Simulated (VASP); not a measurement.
Pb: transverse stress against strain

Pb (fcc, Fm-3m, 29.928 Å³/atom and stress up to 0.01 GPa in the relaxed cell, cube axes along x, y and z) under a strain ε along a cube axis (axis z), the other axes held. PBEsol in VASP (plane waves, PAW), 480 eV, 16×16×16 Γ-centred mesh, Methfessel-Paxton smearing 0.10 eV. Stress is positive for a compressed cell.

Here s stands for strain and y for stress xx.

```
strain (%)  stress xx (GPa)
----------  ---------------
-1.50                  0.72
-1.00                  0.49
-0.50                  0.25
0.00                   0.00
0.50                  -0.25
1.00                  -0.49
1.50                  -0.71
3.00                      ?
```

Question: Fit y against s with a straight line, and predict the withheld value at s = 3.00.

Answer: Means: s 0, y 0.001. About the means, the sum of products is -3.3750 and the sum of squares of s is 7.0000; the slope is their ratio. Least squares gives y = 0.001 - 0.4821·s. Residuals (row less fit): -0.004, 0.007, 0.008, -0.001, -0.010, -0.009, 0.012; standard error 0.010 (degrees of freedom: 5). The slope gives the elastic constant C12 = about 48 GPa. At the withheld row, y = 0.001 - 0.4821 × 3.0 = -1.445 GPa. The calculation gives -1.24 GPa, 0.205 GPa above the prediction (10.5 % of the range of y in the table). The row lies outside the fitted rows, so this is an extrapolation. From the scatter of the fitted rows alone, a prediction at this place has a standard error of 0.015 GPa, so the miss is 13.7 times that.

A polynomial of degree 2 through the 12 other runs of the series gives -1.33 there. In a metal these values are sensitive to mesh and smearing; energies are taken to zero smearing, stresses follow the free energy. Spin-orbit coupling is left out, which can shift these values for the heavy elements here. Rows are the converged runs of the series near zero and its far end, less any whose ions stayed unrelaxed beside relaxed ones; series whose fitted rows scatter by over a few per cent of the range, as at a crossing or softening among them, aren't shown in this form. Most that stay on the fit to the last digits aren't either.
